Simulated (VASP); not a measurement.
Output of a VASP run:

OSZICAR:
```
       N       E                     dE             d eps       ncg     rms          rms(c)
DAV:   1     0.994593865248E+02    0.99459E+02   -0.69379E+03  1416   0.112E+03
DAV:   2    -0.136342030560E+01   -0.10082E+03   -0.94160E+02  1860   0.263E+02
DAV:   3    -0.707775315936E+01   -0.57143E+01   -0.56788E+01  1824   0.586E+01
DAV:   4    -0.726500068986E+01   -0.18725E+00   -0.18704E+00  2412   0.993E+00
DAV:   5    -0.726681425473E+01   -0.18136E-02   -0.18135E-02  1852   0.940E-01    0.334E+00
DAV:   6    -0.702384306328E+01    0.24297E+00   -0.45740E-01  1700   0.396E+00    0.274E+00
DAV:   7    -0.701032909891E+01    0.13514E-01   -0.10706E-01  1824   0.210E+00    0.157E+00
DAV:   8    -0.702034813058E+01   -0.10019E-01   -0.17858E-02  2060   0.115E+00    0.187E-01
DAV:   9    -0.702091622531E+01   -0.56809E-03   -0.98727E-04  1876   0.214E-01    0.947E-02
DAV:  10    -0.702148977888E+01   -0.57355E-03   -0.51950E-04  1672   0.182E-01    0.152E-02
DAV:  11    -0.702150692985E+01   -0.17151E-04   -0.20594E-05  1884   0.363E-02    0.102E-02
DAV:  12    -0.702151034333E+01   -0.34135E-05   -0.72784E-06  1752   0.191E-02    0.446E-03
DAV:  13    -0.702151034792E+01   -0.45941E-08   -0.83736E-07  1896   0.749E-03
   1 F= -.70215103E+01 E0= -.70215103E+01  d E =-.118874E-16
```

**OUTCAR**
```
------------------------ aborting loop because EDIFF is reached ----------------------------------------
  FORCE on cell =-STRESS in cart. coord.  units (eV):
  Direction    XX          YY          ZZ          XY          YZ          ZX
  --------------------------------------------------------------------------------------
  Total       -0.0137107      0.0125146     -0.0137107     -0.0000000      0.0000000      0.0000000
  in kB       -0.3597001      0.3283189     -0.3597001     -0.0000000      0.0000000      0.0000000
  external PRESSURE =      -0.1303604 kB  Pullay stress =       0.0000000 kB
  volume of cell :       61.07
      direct lattice vectors                 reciprocal lattice vectors
     0.000000000  3.125600162  3.125600162    -0.159969278  0.159969278  0.159969278
     3.125600162  0.000000000  3.125600162     0.159969278 -0.159969278  0.159969278
     3.125600162  3.125600162  0.000000000     0.159969278  0.159969278 -0.159969278
 POSITION                                       TOTAL-FORCE (eV/Angst)
 -----------------------------------------------------------------------------------
      3.12560      0.05000      3.12560         0.000000     -0.066340      0.000000
      3.12560      3.12560      3.12560         0.000000      0.066340      0.000000
 -----------------------------------------------------------------------------------
    total drift:                               -0.000000     -0.000058     -0.000000
  FREE ENERGIE OF THE ION-ELECTRON SYSTEM (eV)
  ---------------------------------------------------
  free  energy   TOTEN  =        -7.0215103479 eV

  energy  without entropy=       -7.0215103479  energy(sigma->0) =       -7.02151035
```
(Selected blocks of OUTCAR.)

### POSCAR
```
KCl
1
    0.0000000000     3.1256001620     3.1256001620
    3.1256001620    -0.0000000000     3.1256001620
    3.1256001620     3.1256001620    -0.0000000000
K Cl
1 1
Direct
  0.0079984639  -0.0079984639   0.0079984639
  0.5000000000   0.5000000000   0.5000000000
```

Task: Reconstruct the remaining input files.

Result: One answer among several that fit: the input of the run itself, PBEsol GGA, plane waves, VASP's PBE PAW potentials (set 64).

### INCAR
```
SYSTEM=KCl
PREC=Accurate; ENCUT=480; LREAL=.False.
LASPH=.True.
EDIFF=1E-7; NELM=100; ALGO=Normal
ISMEAR=0; SIGMA=0.05
GGA=PS
ISIF=2
LWAVE=.False.; LCHARG=.False.
```

File KPOINTS:
```
Automatic mesh
0
Gamma
8 8 8
0 0 0
```

POTCAR, in this order: K_sv Cl (PBE.64 set). Program: vasp_std.

The compound is KCl in the rock salt structure. This cell was strained or had an atom moved on purpose.
